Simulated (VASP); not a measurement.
Crystal: GaAs.

```
Ga As
1.0
     0.00000    2.86370    2.86370
     2.86370    0.00000    2.86370
     2.86370    2.86370    0.00000
Ga As
1 1
Direct
  0.00000 0.00000 0.00000
  0.25000 0.25000 0.25000
```

The cell was built by a generator and isn't the measured one.

Base run:

| Property | Result |
| --- | --- |
| Program | VASP 6.6.1 |
| Functional | r2SCAN |
| Potentials or basis | VASP PAW PBE potentials, release 64 (Ga_d, As) |
| Cutoff | 520 eV |
| k mesh | 8 × 8 × 8 |
| Occupations | gaussian, width 0.02 eV |
| Spin | non-collinear spin, zero start, spin-orbit coupling |
| Starting moments | [[0.0, 0.0, 0.0], [0.0, 0.0, 0.0]] μB |

Its results: pressure -2.1 GPa; net moment 0.00 μB per cell.

**Question.** The run is repeated on the same cell with these changes: functional from r2SCAN to PBE. What comes out?

**Answer.** Pressure 0.7 GPa; net moment 0.00 μB per cell.

Caveats: the PAW data sets were made with another functional, which shifts forces and pressure a little (some runs).

Not every run made on this cell is shown here.
